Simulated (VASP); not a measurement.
Data:

```
CELL_PARAMETERS angstrom
      0.00000     3.04803     3.04803
      3.04803     0.00000     3.04803
      3.04803     3.04803     0.00000
ATOMIC_POSITIONS crystal
  Li 0.25000 0.25000 0.25000
  Li 0.75000 0.75000 0.75000
  Se 0.00000 0.00000 0.00000
```

Computed with optB86b-vdW, VASP's PBE PAW potentials (set 64) (plane waves; VASP). Numerical set-up: 520 eV cut-off, 7×7×7 Γ-centred mesh, Gaussian smearing of 0.050 eV, potentials Li_sv Se.

Task: Give the stress tensor in GPa (positive for a compressed cell).

Result: 
```
-1.72   0.00   0.00
 0.00  -1.72   0.00
 0.00   0.00  -1.72
```
The pressure is its mean diagonal, -1.72 GPa.

The compound is Li2Se in the antifluorite structure. This cell is one point of a volume scan, at 1.06 of the reference volume.
